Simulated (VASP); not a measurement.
Given:

```
C
1.0
    1.23308    -2.13575     0.00000
    1.23308     2.13575     0.00000
    0.00000     0.00000     6.62867
C
4
Direct
  0.00000   0.00000   0.25000
  0.00000   0.00000   0.75000
  0.33333   0.66667   0.25000
  0.66667   0.33333   0.75000
```

Level of theory: rev-vdW-DF2, VASP's PBE PAW potentials (set 64) (plane waves; VASP). Settings: 520 eV cut-off, Gaussian smearing of 0.050 eV, potentials C.

### Question
Give the energies of bands 3 to 10 at the high-symmetry points, in eV from the Fermi level.

### Answer

```
band      Γ       M       K      A       L       H
----  -----  ------  ------  -----  ------  ------
3     -8.60  -13.19  -12.50  -7.63  -13.15  -12.50
4     -6.43  -13.09  -12.39  -7.63  -13.15  -12.50
5     -3.05   -6.42  -10.49  -3.04   -6.39  -10.50
6     -3.05   -6.36  -10.49  -3.04   -6.39  -10.50
7     -3.03   -2.80   -0.69  -3.04   -2.35    0.00
8     -3.03   -2.05   -0.02  -3.04   -2.35    0.00
9      4.10    1.50   -0.02   6.87    1.63    0.02
10     8.35    2.23    0.80   6.87    1.63    0.02
```

It has no gap at this level: it comes out as a metal or semimetal.

The compound is C in the graphite structure. It was relaxed first.
